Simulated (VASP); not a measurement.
Computed with PBEsol GGA, VASP's PBE PAW potentials (set 64) (plane waves; VASP).

VASP input:

File KPOINTS:
```
Automatic mesh
0
Gamma
14 14 14
0 0 0
```

INCAR:
```
SYSTEM = Ta
PREC = Accurate
ENCUT = 480
EDIFF = 1E-7
NELM = 100
ALGO = Normal
LREAL = .FALSE.
LASPH = .TRUE.
ISMEAR = 1
SIGMA = 0.1
GGA = PS
LMAXMIX = 6
LWAVE = .FALSE.
LCHARG = .FALSE.
ISIF = 2
```

**POSCAR**
```
Ta
1
   -1.6419152819     1.6501248583     1.6419152819
    1.6419152819    -1.6501248583     1.6419152819
    1.6419152819     1.6501248583    -1.6419152819
Ta
1
Direct
  0.0000000000   0.0000000000   0.0000000000
```

POTCAR, in this order: Ta_pv (PBE.64 set). Program: vasp_std.

What VASP printed:

### OSZICAR
```
       N       E                     dE             d eps       ncg     rms          rms(c)
DAV:   1     0.419711776355E+02    0.41971E+02   -0.63483E+03  4392   0.110E+03
DAV:   2    -0.124446904716E+02   -0.54416E+02   -0.53571E+02  5638   0.235E+02
DAV:   3    -0.130531400737E+02   -0.60845E+00   -0.59546E+00  5007   0.251E+01
DAV:   4    -0.130565377553E+02   -0.33977E-02   -0.33844E-02  4974   0.165E+00
DAV:   5    -0.130565607696E+02   -0.23014E-04   -0.23009E-04  4993   0.112E-01    0.142E+01
DAV:   6    -0.126770241772E+02    0.37954E+00   -0.41879E-01  4557   0.773E+00    0.689E+00
DAV:   7    -0.125588743476E+02    0.11815E+00   -0.33244E-01  4601   0.651E+00    0.366E-01
DAV:   8    -0.125568520988E+02    0.20222E-02   -0.23446E-03  4809   0.609E-01    0.609E-02
DAV:   9    -0.125568569950E+02   -0.48962E-05   -0.52056E-05  4937   0.957E-02    0.299E-02
DAV:  10    -0.125568550427E+02    0.19523E-05   -0.26454E-06  4713   0.243E-02    0.652E-03
DAV:  11    -0.125568553169E+02   -0.27420E-06   -0.34158E-08  3058   0.289E-03    0.245E-04
DAV:  12    -0.125568552776E+02    0.39255E-07   -0.16792E-09  2304   0.541E-04
   1 F= -.12556855E+02 E0= -.12557007E+02  d E =0.453921E-03
```

### OUTCAR
```
------------------------ aborting loop because EDIFF is reached ----------------------------------------
  FORCE on cell =-STRESS in cart. coord.  units (eV):
  Direction    XX          YY          ZZ          XY          YZ          ZX
  --------------------------------------------------------------------------------------
  Total       -0.1008355     -0.1589042     -0.1008355      0.0000000      0.0000000      0.0000000
  in kB       -9.0791646    -14.3076308     -9.0791646      0.0000000      0.0000000      0.0000000
  external PRESSURE =     -10.8219867 kB  Pullay stress =       0.0000000 kB
  volume of cell :       17.79
      direct lattice vectors                 reciprocal lattice vectors
    -1.641915282  1.650124858  1.641915282     0.000000000  0.303007374  0.304522411
     1.641915282 -1.650124858  1.641915282     0.304522411  0.000000000  0.304522411
     1.641915282  1.650124858 -1.641915282     0.304522411  0.303007374  0.000000000
 POSITION                                       TOTAL-FORCE (eV/Angst)
 -----------------------------------------------------------------------------------
      0.00000      0.00000      0.00000        -0.000000      0.000000      0.000000
 -----------------------------------------------------------------------------------
    total drift:                                0.000000      0.000000      0.000000
  FREE ENERGIE OF THE ION-ELECTRON SYSTEM (eV)
  ---------------------------------------------------
  free  energy   TOTEN  =       -12.5568552776 eV

  energy  without entropy=      -12.5573091991  energy(sigma->0) =      -12.55700658
```
(Selected blocks of OUTCAR.)

The compound is Ta in the bcc structure. This cell was strained or had an atom moved on purpose.
